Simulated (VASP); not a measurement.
Input:

```
CELL_PARAMETERS angstrom
     -1.56804     1.56804     1.56804
      1.56804    -1.56804     1.56804
      1.56804     1.56804    -1.56804
ATOMIC_POSITIONS crystal
  Mo 0.00000 0.00000 0.00000
```

Computed with PBE GGA with D3 dispersion (zero damping), VASP's PBE PAW potentials (set 64) (plane waves; VASP). Settings: 520 eV cut-off, Gaussian smearing of 0.050 eV, potentials Mo_sv.

**Question.** Give the energies of bands 5 to 10 at the high-symmetry points, in eV from the Fermi level.

**Answer.** 
| band | Γ | H | N | P |
|---|---|---|---|---|
| 5 | -7.30 | -5.57 | -5.43 | -2.68 |
| 6 | -1.42 | -5.57 | -3.49 | -2.68 |
| 7 | -1.42 | 4.03 | 1.66 | -2.68 |
| 8 | -1.42 | 4.03 | 1.69 | 2.46 |
| 9 | 1.66 | 4.03 | 2.33 | 2.46 |
| 10 | 1.66 | 9.15 | 4.81 | 9.73 |

It has no gap at this level: it comes out as a metal or semimetal.

The compound is Mo in the bcc structure. It was relaxed first.
